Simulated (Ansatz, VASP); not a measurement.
# LaGaS3: VASP beside Ansatz, part 2 of 2

One calculation is typed for both programs; each brings its own data sets. How far apart do they land? The cell is generated by rule, not measured, and may not be a known phase. The cell is taken from a series of runs on this material, whose earlier steps may have relaxed, scaled, displaced or heated it; both programs get it as it stands.

VASP 6.6.1 and Ansatz 0.2.0.

So far: Set-up; Ansatz: relaxation of cell and atoms, PBEsol.

## 3. VASP: relaxation of cell and atoms, PBEsol

Level of this step: PBEsol; plane waves and PAW (La, Ga_d, S); invented cell (VASP).

The same cell, functional, mesh and smearing now go to VASP, with its own data sets.

Lines of VASP's logs that name or quote its potential files are left out, and so is its time.

The input, INCAR:

```
SYSTEM = LaGaS3
PREC = Accurate
ENCUT = 500
EDIFF = 1E-07
NELM = 200
ISMEAR = 1
SIGMA = 0.2
LREAL = .FALSE.
ALGO = Normal
GGA = PS
NBANDS = 104
LASPH = .TRUE.
LORBIT = 11
LWAVE = .FALSE.
LCHARG = .FALSE.
ISIF = 3
IBRION = 2
NSW = 80
EDIFFG = -0.005
GGA_COMPAT = .FALSE.
NELMIN = 4
EFERMI = MIDGAP
LMAXMIX = 6
KPAR = 4
```

The input, POSCAR:

```
LaGaS3
1.0
    0.0000000000     -4.6785880000     -4.6785880000
    0.0000000000     -4.6785880000      4.6785880000
   -9.3571760000     -4.6785880000      0.0000000000
La Ga S
4 4 12
Direct
    0.2500000000      0.2500000000      0.5000000000
    0.7500000000      0.7500000000      0.5000000000
    0.0000000000      0.0000000000      0.0000000000
    0.5000000000      0.5000000000      0.0000000000
    0.3750000000      0.8750000000      0.2500000000
    0.8750000000      0.3750000000      0.2500000000
    0.1250000000      0.6250000000      0.7500000000
    0.6250000000      0.1250000000      0.7500000000
    0.0608780897      0.0608780897      0.2500000000
    0.6891219103      0.6891219103      0.2500000000
    0.9391219103      0.9391219103      0.7500000000
    0.3108780897      0.3108780897      0.7500000000
    0.5608780897      0.1891219103      0.2500000000
    0.1891219103      0.5608780897      0.2500000000
    0.4391219103      0.8108780897      0.7500000000
    0.8108780897      0.4391219103      0.7500000000
    0.5000000000      0.0000000000      0.0000000000
    0.0000000000      0.5000000000      0.0000000000
    0.2500000000      0.7500000000      0.5000000000
    0.7500000000      0.2500000000      0.5000000000
```

The input, KPOINTS:

```
Automatic mesh
0
Gamma
6 6 6
0 0 0
```

The projector-augmented-wave data sets are La, Ga_d and S (PBE family, release 64).

Command:

```console
mpirun -np 4 vasp_std
```

Numbers of over 12 decimals in the logs are rounded to 6 here.

The program printed:

```text
[banner, memory and clock lines left out]
running    4 mpi-ranks, on    1 nodes
 distrk:  each k-point on    1 cores,    4 groups
 distr:  one band on    1 cores,    1 groups

 POSCAR found type information on POSCAR LaGaS
 POSCAR found :  3 types and      20 ions
|                                                                             |
|               ----> ADVICE to this user running VASP <----                  |
|                                                                             |
|     You have a (more or less) 'large supercell' and for larger cells it     |
|     might be more efficient to use real-space projection operators.         |
|     Therefore, try LREAL= Auto in the INCAR file.                           |
|     Mind: For very accurate calculation, you might also keep the            |
|     reciprocal projection scheme (i.e. LREAL=.FALSE.).                      |
|                                                                             |

|                                                                             |
|               ----> ADVICE to this user running VASP <----                  |
|                                                                             |
|     You enforced a specific xc type in the INCAR file but a different       |
|     [... a line on the potential file left out ...]
|     I HOPE YOU KNOW WHAT YOU ARE DOING!                                     |
|                                                                             |

 LDA part: xc-table for (Slater+PW92), standard interpolation
 POSCAR, INCAR and KPOINTS ok, starting setup
 FFT: planning ... GRIDC
 FFT: planning ... GRID_SOFT
 FFT: planning ... GRID
 WAVECAR not read
 entering main loop
       N       E                     dE             d eps       ncg     rms          rms(c)
DAV:   1     0.200387593574E+04    0.20039E+04   -0.62058E+04  6560   0.226E+03
DAV:   2     0.599341039477E+03   -0.14045E+04   -0.12968E+04  6664   0.601E+02
DAV:   3     0.723760539431E+02   -0.52696E+03   -0.48727E+03  7264   0.265E+02
DAV:   4    -0.848279180026E+02   -0.15720E+03   -0.14617E+03  9968   0.123E+02
DAV:   5    -0.113121991628E+03   -0.28294E+02   -0.27766E+02 10736   0.523E+01    0.213E+01
DAV:   6    -0.112300394257E+03    0.82160E+00   -0.27327E+01 10968   0.370E+01    0.119E+01
DAV:   7    -0.112351517247E+03   -0.51123E-01   -0.90685E+00 11008   0.113E+01    0.401E+00
DAV:   8    -0.112338585919E+03    0.12931E-01   -0.18904E+00 10680   0.827E+00    0.275E+00
DAV:   9    -0.112369404611E+03   -0.30819E-01   -0.28774E-01 11576   0.296E+00    0.852E-01
DAV:  10    -0.112347102101E+03    0.22303E-01   -0.20135E-01 10904   0.245E+00    0.261E-01
DAV:  11    -0.112349987846E+03   -0.28857E-02   -0.30457E-02 11704   0.754E-01    0.191E-01
DAV:  12    -0.112350415829E+03   -0.42798E-03   -0.39810E-03 12408   0.299E-01    0.130E-01
DAV:  13    -0.112350584269E+03   -0.16844E-03   -0.12996E-03 11528   0.201E-01    0.101E-01
DAV:  14    -0.112350643108E+03   -0.58839E-04   -0.71152E-04 11104   0.145E-01    0.613E-02
DAV:  15    -0.112350641961E+03    0.11466E-05   -0.37302E-04 12136   0.825E-02    0.247E-02
DAV:  16    -0.112350659378E+03   -0.17417E-04   -0.10259E-04 11024   0.392E-02    0.126E-02
DAV:  17    -0.112350657316E+03    0.20621E-05   -0.34852E-05 12088   0.256E-02    0.668E-03
DAV:  18    -0.112350659987E+03   -0.26713E-05   -0.13751E-05 11376   0.124E-02    0.663E-03
DAV:  19    -0.112350661033E+03   -0.10461E-05   -0.65276E-06 11016   0.909E-03    0.245E-03
DAV:  20    -0.112350661211E+03   -0.17788E-06   -0.13333E-06  8096   0.528E-03    0.182E-03
DAV:  21    -0.112350661584E+03   -0.37343E-06   -0.10316E-06  7320   0.433E-03    0.182E-03
DAV:  22    -0.112350661583E+03    0.99499E-09   -0.21929E-07  6000   0.272E-03
   1 F= -.11235066E+03 E0= -.11236570E+03  d E =-.112351E+03
[... from here on, the cycles between the ionic steps are left out ...]
   7 F= -.11290999E+03 E0= -.11291801E+03  d E =-.683465E-01
   8 F= -.11291744E+03 E0= -.11292480E+03  d E =-.744669E-02
   9 F= -.11291988E+03 E0= -.11292742E+03  d E =-.988128E-02
  10 F= -.11292462E+03 E0= -.11293158E+03  d E =-.474490E-02
  11 F= -.11292495E+03 E0= -.11293172E+03  d E =-.507021E-02
  12 F= -.11292502E+03 E0= -.11293177E+03  d E =-.695237E-04
  13 F= -.11292502E+03 E0= -.11293178E+03  d E =-.749990E-04
 curvature:  -0.56 expect dE=-0.329E-04 dE for cont linesearch -0.475E-08
 trial: gam= 0.40796 g(F)=  0.153E-04 g(S)=  0.432E-04 ort = 0.110E-05 (trialstep = 0.132E+01)
 search vector abs. value=  0.831E-04
 bond charge predicted
       N       E                     dE             d eps       ncg     rms          rms(c)
DAV:   1    -0.112925206645E+03   -0.18555E-03   -0.11913E-02  9360   0.570E-01    0.101E-01
DAV:   2    -0.112925123890E+03    0.82755E-04   -0.14539E-03  9584   0.269E-01    0.436E-02
DAV:   3    -0.112925078260E+03    0.45630E-04   -0.27912E-04 10528   0.812E-02    0.237E-02
DAV:   4    -0.112925067377E+03    0.10883E-04   -0.31698E-05 10064   0.319E-02    0.101E-02
DAV:   5    -0.112925065190E+03    0.21867E-05   -0.80027E-06 10520   0.127E-02    0.390E-03
DAV:   6    -0.112925064502E+03    0.68813E-06   -0.64991E-07  8248   0.524E-03    0.167E-03
DAV:   7    -0.112925064121E+03    0.38096E-06   -0.22836E-07  6184   0.299E-03    0.690E-04
DAV:   8    -0.112925064008E+03    0.11299E-06   -0.58543E-08  5128   0.203E-03    0.333E-04
DAV:   9    -0.112925063982E+03    0.26435E-07   -0.34097E-08  4864   0.165E-03
  14 F= -.11292506E+03 E0= -.11293182E+03  d E =-.429661E-04
 trial-energy change:   -0.000043  1 .order   -0.000034   -0.000078    0.000009
 step:   1.2333(harm=  1.1839)  dis= 0.00070  next Energy=  -112.925064 (dE=-0.433E-04)
 reached required accuracy - stopping structural energy minimisation
```

Parts of OUTCAR (step 3):

```text
ion  position               nearest neighbor table
   1  0.250  0.250  0.500-  11 2.92  12 2.92  13 2.92  14 2.92
   2  0.750  0.750  0.500-   9 2.92  10 2.92  15 2.92  16 2.92
   3  0.000  0.000  0.000-   9 2.92  10 2.92  11 2.92  12 2.92
   4  0.500  0.500  0.000-  13 2.92  14 2.92  15 2.92  16 2.92
   5  0.375  0.875  0.250-  17 2.34  19 2.34  13 2.42  14 2.42   9 2.42  10 2.42
   6  0.875  0.375  0.250-  18 2.34  20 2.34  13 2.42  14 2.42   9 2.42  10 2.42
   7  0.125  0.625  0.750-  18 2.34  19 2.34  15 2.42  16 2.42  11 2.42  12 2.42
   8  0.625  0.125  0.750-  17 2.34  20 2.34  15 2.42  16 2.42  11 2.42  12 2.42
   9  0.061  0.061  0.250-   5 2.42   6 2.42   2 2.92   3 2.92
  10  0.689  0.689  0.250-   5 2.42   6 2.42   2 2.92   3 2.92
  11  0.939  0.939  0.750-   7 2.42   8 2.42   1 2.92   3 2.92
  12  0.311  0.311  0.750-   7 2.42   8 2.42   1 2.92   3 2.92
  13  0.561  0.189  0.250-   5 2.42   6 2.42   1 2.92   4 2.92
  14  0.189  0.561  0.250-   5 2.42   6 2.42   1 2.92   4 2.92
  15  0.439  0.811  0.750-   7 2.42   8 2.42   2 2.92   4 2.92
  16  0.811  0.439  0.750-   7 2.42   8 2.42   2 2.92   4 2.92
  17  0.500  0.000  0.000-   5 2.34   8 2.34
  18  0.000  0.500  0.000-   6 2.34   7 2.34
  19  0.250  0.750  0.500-   5 2.34   7 2.34
  20  0.750  0.250  0.500-   6 2.34   8 2.34

  LATTYP: Found a body centered tetragonal cell.
 ALAT       =     6.6165226024
 C/A-ratio  =     2.8284271247

 Subroutine GETGRP returns: Found 16 space group operations
 (whereof  8 operations were pure point group operations)

The static configuration has the point symmetry D_2h.
 The point group associated with its full space group is D_4h.

 Found     30 irreducible k-points:

   k-points           NKPTS =     30   k-points in BZ     NKDIM =     30   number of bands    NBANDS=    104

   dimension x,y,z NGX =    48 NGY =   48 NGZ =   80
   dimension x,y,z NGXF=    96 NGYF=   96 NGZF=  160

   ENCUT  =  500.0 eV  36.75 Ry    6.06 a.u.  12.06 12.06 19.07*2*pi/ulx,y,z

   NELECT =     168.0000    total number of electrons

 k-points in reciprocal lattice and weights: Automatic mesh
   0.00000000  0.00000000  0.00000000       0.005
   0.16666667  0.00000000  0.00000000       0.037
   0.33333333  0.00000000  0.00000000       0.037
   0.50000000  0.00000000  0.00000000       0.019
   0.16666667  0.16666667  0.00000000       0.037
   0.33333333  0.16666667  0.00000000       0.074
   0.50000000  0.16666667  0.00000000       0.074
  -0.33333333  0.16666667  0.00000000       0.074
  -0.16666667  0.16666667  0.00000000       0.019
[...]
-0.16666667 -0.16666667  0.33333333       0.019
   0.00000000  0.00000000  0.50000000       0.005

 average (electrostatic) potential at core
       1 -97.1365       2 -97.1365       3 -97.2205       4 -97.2205       5 -63.3228
       6 -63.3228       7 -63.3228       8 -63.3228       9 -84.1240      10 -84.1240
      11 -84.1240      12 -84.1240      13 -84.1240      14 -84.1240      15 -84.1240
      16 -84.1240      17 -84.1453      18 -84.1453      19 -84.0712      20 -84.0712

 E-fermi :   6.5132

 k-point     1 :       0.0000    0.0000    0.0000
  band No.  band energies     occupation
    ...
     80       6.0711      2.00764
     81       6.1077      2.01462
     82       6.1077      2.01462
     83       6.4426      1.55776
     84       6.4426      1.55776
     85       6.6992     -0.03261
     86       7.8509     -0.00000
     87       8.6296     -0.00000
     88       8.7661     -0.00000
     89       8.8002     -0.00000
    ...

 k-point     2 :       0.1667    0.0000    0.0000
  band No.  band energies     occupation
    ...
     80       5.8966      2.00012
     81       6.0515      2.00523
     82       6.0835      2.00961
     83       6.2957      2.06399
     84       6.3812      1.89026
     85       7.2220     -0.00001
     86       8.0498     -0.00000
     87       8.6179     -0.00000
     88       8.7757     -0.00000
     89       8.8718     -0.00000
    ...

 k-point     3 :       0.3333    0.0000    0.0000
  band No.  band energies     occupation
    ...
     80       5.7467      2.00000
     81       5.8106      2.00001
     82       5.9598      2.00065
     83       6.0746      2.00817
     84       6.2099      2.05383
     85       7.5878     -0.00000
     86       8.4470     -0.00000
     87       8.6439     -0.00000
     88       8.6982     -0.00000
     89       8.7117     -0.00000
    ...

  Total        0.0267563     -0.0328482     -0.0328482      0.0000000      0.0000000      0.0000000
  in kB        0.1048070     -0.1286696     -0.1286696      0.0000000      0.0000000      0.0000000
  external PRESSURE =      -0.0508441 kB  Pullay stress =       0.0000000 kB

  energy-cutoff  :      500.00
  volume of cell :      409.02
      direct lattice vectors                 reciprocal lattice vectors
     0.000000000 -4.542986677 -4.542986677     0.050458759 -0.110059755 -0.110059755
    -0.000000000 -4.542986677  4.542986677     0.050458759 -0.110059755  0.110059755
    -9.909082475 -4.542986677 -0.000000000    -0.100917517  0.000000000 -0.000000000

 POSITION                                       TOTAL-FORCE (eV/Angst)
 -----------------------------------------------------------------------------------
     -4.95454     -4.54299     -0.00000        -0.000000      0.000000     -0.000000
     -4.95454     -9.08597     -0.00000        -0.000000      0.000000     -0.000000
     -9.90908     -4.54299     -0.00000        -0.000000      0.000000     -0.000000
     -9.90908     -9.08597     -0.00000        -0.000000      0.000000     -0.000000
     -2.48656     -6.81448      2.27149         0.000520      0.000000     -0.000000
     -2.48656     -6.81448     -2.27149         0.000520      0.000000     -0.000000
     -7.42252     -6.81448      2.27149        -0.000520     -0.000000     -0.000000
     -7.42252     -6.81448     -2.27149        -0.000520     -0.000000     -0.000000
     -2.48813     -1.60494     -0.00000         0.000072      0.001440     -0.000000
     -2.48813     -7.48103     -0.00000         0.000072     -0.001440     -0.000000
     -7.42095    -12.02402     -0.00000        -0.000072     -0.001440     -0.000000
     -7.42095     -6.14793     -0.00000        -0.000072      0.001440     -0.000000
     -2.48813     -4.54299     -1.60494         0.000072      0.000000      0.001440
     -2.48813     -4.54299      1.60494         0.000072      0.000000     -0.001440
     -7.42095     -9.08597      1.60494        -0.000072     -0.000000     -0.001440
     -7.42095     -9.08597     -1.60494        -0.000072     -0.000000      0.001440
     -9.90908     -6.81448     -2.27149        -0.000000      0.000000     -0.000000
     -9.90908     -6.81448      2.27149        -0.000000      0.000000     -0.000000
     -4.95454     -6.81448      2.27149         0.000000      0.000000     -0.000000
     -4.95454     -6.81448     -2.27149        -0.000000      0.000000     -0.000000
 -----------------------------------------------------------------------------------
    total drift:                                0.000000      0.000000     -0.000000

  FREE ENERGIE OF THE ION-ELECTRON SYSTEM (eV)
  ---------------------------------------------------
  free  energy   TOTEN  =      -112.9250639817 eV

  energy  without entropy=     -112.9453350243  energy(sigma->0) =     -112.93182100

 reached required accuracy - stopping structural energy minimisation

 total charge
# of ion       s       p       d       f       tot
--------------------------------------------------
    1        2.018   5.642   0.563   0.171   8.394
    2        2.018   5.642   0.563   0.171   8.394
    3        2.018   5.646   0.522   0.190   8.376
    4        2.018   5.646   0.522   0.190   8.376
    5        0.790   0.717  10.104   0.000  11.612
    6        0.790   0.717  10.104   0.000  11.612
    7        0.790   0.717  10.104   0.000  11.612
    8        0.790   0.717  10.104   0.000  11.612
    9        1.336   2.407   0.000   0.000   3.742
   10        1.336   2.407   0.000   0.000   3.742
   11        1.336   2.407   0.000   0.000   3.742
   12        1.336   2.407   0.000   0.000   3.742
   13        1.336   2.407   0.000   0.000   3.742
   14        1.336   2.407   0.000   0.000   3.742
   15        1.336   2.407   0.000   0.000   3.742
   16        1.336   2.407   0.000   0.000   3.742
   17        1.329   2.389   0.000   0.000   3.718
   18        1.329   2.389   0.000   0.000   3.718
   19        1.329   2.393   0.000   0.000   3.722
   20        1.329   2.393   0.000   0.000   3.722
--------------------------------------------------
tot         27.235  54.260  42.588   0.722 124.806

[... 3 further parts left out ...]
```

CONTCAR:

```
LaGaS3
   1.00000000000000
     0.0000000000000000   -4.5429866771821983   -4.5429866771821983
    -0.0000000000000000   -4.5429866771821983    4.5429866771821983
    -9.9090824748620268   -4.5429866771821983   -0.0000000000000000
  La              Ga              S
     4     4    12
Direct
     0.2500000000000000    0.2500000000000000    0.5000000000000000
     0.7500000000000000    0.7500000000000000    0.5000000000000000
     0.0000000000000000    0.0000000000000000    1.0000000000000000
     0.5000000000000000    0.5000000000000000    1.0000000000000000
     0.3745312815709086    0.8745312815709085    0.2509374368581829
     0.8745312815709085    0.3745312815709086    0.2509374368581829
     0.1254687184290914    0.6254687184290915    0.7490625631418172
     0.6254687184290915    0.1254687184290914    0.7490625631418172
     0.0510912620103787    0.0510912620103787    0.2510957780119651
     0.6978129599776561    0.6978129599776561    0.2510957780119651
     0.9489087379896212    0.9489087379896212    0.7489042219880351
     0.3021870400223439    0.3021870400223439    0.7489042219880351
     0.5510912620103788    0.1978129599776561    0.2510957780119651
     0.1978129599776561    0.5510912620103788    0.2510957780119651
     0.4489087379896213    0.8021870400223439    0.7489042219880351
     0.8021870400223439    0.4489087379896213    0.7489042219880351
     0.5000000000000000    0.0000000000000000    1.0000000000000000
     0.0000000000000000    0.5000000000000000    1.0000000000000000
     0.2500000000000000    0.7500000000000000    0.5000000000000000
     0.7500000000000000    0.2500000000000000    0.5000000000000000
```

The gap is under twice the smearing width, so the edge states are partly filled and the run can't tell a small gap from a semimetal. Methfessel-Paxton smearing is not meant for a cell with a gap. The run keeps the 16 symmetry operations of its start, so it cannot find a distortion of lower symmetry.

## 4. Comparison

Known differences besides the potentials themselves: the cutoff is 420 eV in Ansatz and 500 eV in VASP; Ansatz makes its cores anew for this functional, VASP keeps those of its PBE data sets. Total energies have different zeros and are not compared.

Both answers:

```tsv
quantity	Ansatz	VASP	difference
volume (Å³)	409.22	409.02	+0.05 %
edge a after relaxation, in the typed setting (Å)	6.426	6.425	+0.02 %
edge c after relaxation, in the typed setting (Å)	10.902	10.901	+0.01 %
```

## 5. Results

* difference in volume (relaxation of cell and atoms, PBEsol): 0.049 %

The difference in volume is 0.049 % (relaxation of cell and atoms, PBEsol), within the 1.2 % picked in this series as the mark of a large difference, as far as the stopping tolerances let one tell. Such differences can come from data sets, numerical settings and the points named under the comparisons, not from the functional's error against experiment.

[Lines on the potential files, build, host, timing and source positions are cut from VASP's logs without a mark.]

[Logs are printed without paths, hosts, clocks, repeated set-up lines and the standing remarks that a program may print on its own settings, such as how far it seeks lower states.]

[Hosts, paths, dates, database ids (printed as entryN), source tags and the programs' standing remarks are cut or masked in the printed files.]
